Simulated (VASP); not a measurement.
VASP ran on this input.

POSCAR:
```
Se
1
    1.9750970590    -3.4209684456     0.0000000000
    1.9750970590     3.4209684456    -0.0000000000
    0.0000000000     0.0000000000     5.1209022064
Se
3
Direct
  1.0000000000   0.2558428299   0.6666670000
  0.7441571701   0.7441571701   0.0000000000
  0.2558428299   1.0000000000   0.3333330000
```

### KPOINTS
```
Automatic mesh
0
Gamma
6 6 4
0 0 0
```

**INCAR**
```
SYSTEM = Se
PREC = Accurate; ENCUT = 400; LREAL = .FALSE.
LASPH = .TRUE.
EDIFF = 1E-8; NELM = 100; ALGO = Normal
LMAXMIX = 4
ISMEAR = 0; SIGMA = 0.05
IBRION = 1; NSW = 30; ISIF = 2
EDIFFG = -0.001
LWAVE = .FALSE.; LCHARG = .FALSE.
```

POTCAR, in this order: Se (LDA.64 set). Program: vasp_std.

**Question.** Write an equivalent input for Ansatz.

**Answer.** One equivalent input (not run):
Ansatz 0.2 input:
```yaml
crystal:
  lattice:
    - [1.9750971, -3.4209684, 0.0000000]
    - [1.9750971, 3.4209684, 0.0000000]
    - [0.0000000, 0.0000000, 5.1209022]
  atoms:
    - { symbol: Se, position: [1.0000000, 0.2558428, 0.6666670] }
    - { symbol: Se, position: [0.7441572, 0.7441572, 0.0000000] }
    - { symbol: Se, position: [0.2558428, 1.0000000, 0.3333330] }
kpoints:
  mp_grid: { grid: [6, 6, 4] }
hamiltonian:
  xc: lda
  pseudopotentials: { kind: paw }
scf:
  occupations: { method: gaussian, width: 0.05 }
  max_iter: 100
relax:
  max_steps: 30
  f_tol: 0.001
output: { forces: true, stress: true, eigenvalues: true }
```
What does not carry over: each code has its own PAW files, so the cut-off isn't converted (ENCUT is set for VASP's; basis.ecutwfc is left out, and Ansatz then takes the one that its files recommend); Ansatz stops its SCF on the density residual and VASP on the energy change (EDIFF); Ansatz's lda is the Perdew-Wang form, while the LDA potentials of VASP carry Perdew-Zunger's.

The compound is Se in the trig structure. This run relaxes the ions in a fixed cell. Symmetry was kept, so distortions that lower it aren't found. The start is the result of an earlier pass.
